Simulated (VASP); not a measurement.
Calculation: PBE GGA with D3 dispersion (Becke-Johnson damping), VASP's PBE PAW potentials (set 64) (plane waves; VASP).

The input files of a VASP run:

File POSCAR:
```
PtSe2 monolayer
1
    3.7073251519    -0.0000000000    -0.0000000000
   -1.8536625759     3.2106379987     0.0000000000
    0.0000000000     0.0000000000    18.8189066456
Se Pt
2 1
Direct
  0.6666670000   0.3333330000   0.4296835611
  0.3333330000   0.6666670000   0.5703164389
  0.0000000000   0.0000000000   0.5000000000
```

### KPOINTS
```
Automatic mesh
0
Gamma
12 12 1
0 0 0
```

### KPOINTS_OPT
```
k-points along high-symmetry lines
15
Line-mode
Reciprocal
  0.000000   0.000000   0.000000 ! GAMMA
  0.500000   0.000000   0.000000 ! M

  0.500000   0.000000   0.000000 ! M
  0.333333   0.333333   0.000000 ! K

  0.333333   0.333333   0.000000 ! K
  0.000000   0.000000   0.000000 ! GAMMA
```

### INCAR
```
LCHARG  =  .FALSE.
ISIF  =  2   # forces and stress, cell fixed
ENCUT  =  400   # plane-wave cut-off (eV)
ALGO  =  Normal
LVHAR  =  .TRUE.
SIGMA  =  0.05   # width (eV)
DIPOL  =  0.5 0.5 0.5
LWAVE  =  .FALSE.
IDIPOL  =  3
GGA  =  PE   # PBE
EDIFF  =  1E-6   # SCF stop (eV)
LORBIT  =  11
ISYM  =  0
NELM  =  100
IVDW  =  12   # D3, Becke-Johnson
LASPH  =  .TRUE.   # aspherical one-centre terms
SYSTEM  =  PtSe2 monolayer
ISMEAR  =  0
LDIPOL  =  .TRUE.
PREC  =  Accurate
LREAL  =  .FALSE.   # projection in real space or not
LMAXMIX  =  6   # l cut-off of mixed one-centre charges
```

POTCAR, in this order: Se Pt (PBE.64 set). Program: vasp_std.

Output

**OSZICAR**
```
       N       E                     dE             d eps       ncg     rms          rms(c)
DAV:   1     0.151423788505E+03    0.15142E+03   -0.68398E+03  2220   0.890E+02
DAV:   2    -0.821642314001E+00   -0.15225E+03   -0.14728E+03  3409   0.180E+02
DAV:   3    -0.149259260169E+02   -0.14104E+02   -0.13935E+02  2866   0.673E+01
DAV:   4    -0.151339752404E+02   -0.20805E+00   -0.20780E+00  2851   0.939E+00
DAV:   5    -0.151380463661E+02   -0.40711E-02   -0.40699E-02  3080   0.123E+00    0.126E+01
DAV:   6    -0.144863361386E+02    0.65171E+00   -0.50644E+00  2647   0.226E+01    0.706E+00
DAV:   7    -0.143260390605E+02    0.16030E+00   -0.12766E+00  2710   0.119E+01    0.326E+00
DAV:   8    -0.142894519920E+02    0.36587E-01   -0.84938E-02  3018   0.297E+00    0.710E-01
DAV:   9    -0.142866612816E+02    0.27907E-02   -0.21195E-02  3102   0.140E+00    0.218E-01
DAV:  10    -0.142866976684E+02   -0.36387E-04   -0.19623E-03  3165   0.394E-01    0.910E-02
DAV:  11    -0.142867468419E+02   -0.49174E-04   -0.44336E-05  2927   0.607E-02    0.376E-02
DAV:  12    -0.142867619759E+02   -0.15134E-04   -0.56804E-05  2738   0.671E-02    0.653E-03
DAV:  13    -0.142867756637E+02   -0.13688E-04   -0.75503E-06  2617   0.169E-02    0.600E-03
DAV:  14    -0.142868058898E+02   -0.30226E-04   -0.72604E-06  2521   0.131E-02    0.314E-03
DAV:  15    -0.142868282290E+02   -0.22339E-04   -0.45555E-06  2325   0.908E-03    0.220E-03
DAV:  16    -0.142868386950E+02   -0.10466E-04   -0.11150E-06  2056   0.445E-03    0.137E-03
DAV:  17    -0.142868432694E+02   -0.45744E-05   -0.53652E-07  2195   0.296E-03    0.935E-04
DAV:  18    -0.142868466243E+02   -0.33549E-05   -0.18011E-07  2321   0.255E-03    0.552E-04
DAV:  19    -0.142868486175E+02   -0.19932E-05   -0.58679E-08  2293   0.926E-04    0.311E-04
DAV:  20    -0.142868508281E+02   -0.22106E-05   -0.43590E-08  2139   0.120E-03    0.282E-04
DAV:  21    -0.142868516378E+02   -0.80973E-06   -0.24916E-08  2167   0.565E-04
   1 F= -.15184094E+02 E0= -.15184094E+02  d E =-.246956E-16
       N       E                     dE             ncg
```

**OUTCAR**
```
------------------------ aborting loop because EDIFF is reached ----------------------------------------
 Edisp (eV)   -0.89724
  FORCE on cell =-STRESS in cart. coord.  units (eV):
  Direction    XX          YY          ZZ          XY          YZ          ZX
  --------------------------------------------------------------------------------------
  Total      -0.01504    -0.01507    -0.00006    -0.00002    -0.00003     0.00004
  in kB      -0.10756    -0.10778    -0.00044    -0.00016    -0.00019     0.00030
  external pressure =       -0.07 kB  Pullay stress =        0.00 kB
  volume of cell :      224.00
      direct lattice vectors                 reciprocal lattice vectors
     3.707325152  0.000000000  0.000000000     0.269736254  0.155732288  0.000000000
    -1.853662576  3.210637999  0.000000000     0.000000000  0.311464575  0.000000000
     0.000000000  0.000000000 18.818906646     0.000000000  0.000000000  0.053138050
 POSITION                                       TOTAL-FORCE (eV/Angst)
 -----------------------------------------------------------------------------------
      1.85366      1.07021      8.08617        -0.000016      0.000010     -0.012628
     -0.00000      2.14043     10.73273         0.000016     -0.000010      0.012630
      0.00000      0.00000      9.40945        -0.000000      0.000000     -0.000002
 -----------------------------------------------------------------------------------
    total drift:                               -0.000000      0.000000      0.000002
  FREE ENERGIE OF THE ION-ELECTRON SYSTEM (eV)
  ---------------------------------------------------
  free  energy   TOTEN  =       -15.1840938666 eV

  energy  without entropy=      -15.1840938666  energy(sigma->0) =      -15.18409387

 total charge

# of ion       s       p       d       tot
------------------------------------------
    1        1.477   2.250   0.057   3.784
    2        1.477   2.250   0.057   3.784
    3        0.677   0.700   7.996   9.373
--------------------------------------------------
tot          3.631   5.201   8.109  16.940
```
(Selected blocks of OUTCAR.)

The cell holds a wide vacuum, so values per volume refer to the whole cell.

The cell is a sheet with vacuum, built from a generated structure.
